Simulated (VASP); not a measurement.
Consider the following.

```yaml
crystal:
  lattice:
    - [3.11818, 0.00000, 0.00000]
    - [0.00000, 3.11818, 0.00000]
    - [0.00000, 0.00000, 3.11818]
  atoms:
    - { symbol: Zn, position: [0.50000, 0.50000, 0.50000] }
    - { symbol: Au, position: [0.00000, 0.00000, 0.00000] }
```

All values below come from r2SCAN meta-GGA, VASP's PBE PAW potentials (set 64) (plane waves; VASP). Numerical set-up: 520 eV cut-off, 12×12×12 Γ-centred mesh, first-order Methfessel-Paxton smearing of 0.10 eV, potentials Zn Au.

**Question.** Give the stress tensor in GPa (positive for a compressed cell).

**Answer.** 
```
4.71  0.00  0.00
0.00  4.71  0.00
0.00  0.00  4.71
```
The pressure is its mean diagonal, 4.71 GPa.

The compound is AuZn in the CsCl type structure. This cell is one point of a volume scan, at 0.97 of the reference volume. The electron count is odd and the run is not spin-polarised, which forces a metal.
